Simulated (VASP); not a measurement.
Crystal: Ta.

```xyz
1
Lattice="-1.6513 1.6513 1.6513 1.6513 -1.6513 1.6513 1.6513 1.6513 -1.6513" Properties=species:S:1:pos:R:3 pbc="T T T"
Ta    0.0000    0.0000    0.0000
```

| Quantity | Value |
| --- | --- |
| Program | VASP 6.6.1 |
| Task | relaxation of cell and atoms |
| Functional | PBE |
| Potentials or basis | VASP PAW PBE potentials, release 64 (Ta_pv) |
| Cutoff | 700 eV |
| k mesh | 18 × 18 × 18 |
| Occupations | gaussian, width 0.1 eV |
| Spin | no spin polarisation |

At the start: pressure 3.1 GPa; volume 18.01 Å³/atom.

Q: How do energy, volume and symmetry change on relaxing?

A: Over 15 steps the energy falls by 2.7 meV/atom and the volume is 18.29 Å³/atom (+1.6 %); space group Im-3m (No. 229, to 0.05 Å).

Step by step:
```csv
step,energy change (eV),largest force (eV/Å),pressure (GPa),volume (Å³)
1,0.0000,0.0000,3.08,18.01
2,0.0103,0.0000,-6.30,18.93
3,-0.0027,0.0000,-0.03,18.29
4,-0.0027,0.0000,0.04,18.29
5,-0.0027,0.0000,0.03,18.29
6,-0.0027,0.0000,0.03,18.29
7,-0.0027,0.0000,0.03,18.29
8,-0.0027,0.0000,0.03,18.29
9,-0.0027,0.0000,0.03,18.29
10,-0.0027,0.0000,0.03,18.29
11,-0.0027,0.0000,0.03,18.29
12,-0.0027,0.0000,0.03,18.29
13,-0.0027,0.0000,0.03,18.29
14,-0.0027,0.0000,0.03,18.29
15,-0.0027,0.0000,0.01,18.29
```

Final structure:
```
Ta
1.0
    -1.65977    1.65977    1.65977
     1.65977   -1.65977    1.65977
     1.65977    1.65977   -1.65977
Ta
1
Direct
  0.00000 0.00000 0.00000
```
